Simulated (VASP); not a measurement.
All values below come from PBE GGA, VASP's PBE PAW potentials (set 64) (plane waves; VASP 6.6.1).

VASP input:

File KPOINTS:
```
Automatic mesh
0
Gamma
13 13 13
0 0 0
```

File POSCAR:
```
CoAl
1
    2.8794735926     0.0000000000     0.0000000000
    0.0000000000     2.8794735926     0.0000000000
    0.0000000000     0.0000000000     2.8794735926
Al Co
1 1
Direct
  0.5000000000   0.5000000000   0.5000000000
  0.0000000000   0.0000000000   0.0000000000
```

### INCAR
```
ALGO=Normal
EDIFF=1E-7
ENCUT=520
GGA=PE
ISIF=2
ISMEAR=1
LASPH=.TRUE.
LCHARG=.FALSE.
LMAXMIX=4
LREAL=.FALSE.
LWAVE=.FALSE.
NELM=100
PREC=Accurate
SIGMA=0.1
SYSTEM=CoAl
```

POTCAR, in this order: Al Co (PBE.64 set). Program: vasp_std.

Output of the run:

**OSZICAR**
```
       N       E                     dE             d eps       ncg     rms          rms(c)
DAV:   1     0.370389546589E+02    0.37039E+02   -0.54320E+03  1688   0.127E+03
DAV:   2    -0.123581984881E+02   -0.49397E+02   -0.47055E+02  1698   0.193E+02
DAV:   3    -0.136097874562E+02   -0.12516E+01   -0.12407E+01  1998   0.403E+01
DAV:   4    -0.136318161576E+02   -0.22029E-01   -0.22018E-01  2030   0.481E+00
DAV:   5    -0.136325163507E+02   -0.70019E-03   -0.70017E-03  1930   0.859E-01    0.123E+01
DAV:   6    -0.167050781414E+02   -0.30726E+01   -0.75853E+01  1928   0.128E+02    0.184E+01
DAV:   7    -0.119928239427E+02    0.47123E+01   -0.34074E+01  1860   0.820E+01    0.179E+00
DAV:   8    -0.119919180641E+02    0.90588E-03   -0.23901E-01  1742   0.427E+00    0.120E+00
DAV:   9    -0.119780663516E+02    0.13852E-01   -0.45834E-02  2020   0.305E+00    0.323E-01
DAV:  10    -0.119775384882E+02    0.52786E-03   -0.14168E-03  2096   0.503E-01    0.130E-01
DAV:  11    -0.119775279652E+02    0.10523E-04   -0.28571E-05  1966   0.501E-02    0.225E-02
DAV:  12    -0.119775253623E+02    0.26029E-05   -0.11072E-05  2012   0.449E-02    0.498E-03
DAV:  13    -0.119775252255E+02    0.13676E-06   -0.28953E-07  1436   0.467E-03    0.185E-03
DAV:  14    -0.119775252117E+02    0.13877E-07   -0.77492E-08   864   0.243E-03
   1 F= -.11977525E+02 E0= -.11977610E+02  d E =0.253662E-03
```

**OUTCAR**
```
------------------------ aborting loop because EDIFF is reached ----------------------------------------
  FORCE on cell =-STRESS in cart. coord.  units (eV):
  Direction    XX          YY          ZZ          XY          YZ          ZX
  --------------------------------------------------------------------------------------
  Total       -0.7412239     -0.7412239     -0.7412239      0.0000000     -0.0000000      0.0000000
  in kB      -49.7417085    -49.7417085    -49.7417085      0.0000000     -0.0000000      0.0000000
  external PRESSURE =     -49.7417085 kB  Pullay stress =       0.0000000 kB
  volume of cell :       23.87
      direct lattice vectors                 reciprocal lattice vectors
     2.879473593  0.000000000  0.000000000     0.347285699  0.000000000  0.000000000
     0.000000000  2.879473593  0.000000000     0.000000000  0.347285699  0.000000000
     0.000000000  0.000000000  2.879473593     0.000000000  0.000000000  0.347285699
 POSITION                                       TOTAL-FORCE (eV/Angst)
 -----------------------------------------------------------------------------------
      1.43974      1.43974      1.43974         0.000000      0.000000      0.000000
      0.00000      0.00000      0.00000         0.000000      0.000000      0.000000
 -----------------------------------------------------------------------------------
    total drift:                               -0.000000      0.000000      0.000000
  FREE ENERGIE OF THE ION-ELECTRON SYSTEM (eV)
  ---------------------------------------------------
  free  energy   TOTEN  =       -11.9775252117 eV

  energy  without entropy=      -11.9777788741  energy(sigma->0) =      -11.97760977
```
(Selected blocks of OUTCAR.)

The compound is CoAl in the CsCl type structure. This cell is one point of a volume scan, at 1.03 of the reference volume. The run is not spin-polarised, so no magnetic state was tried.
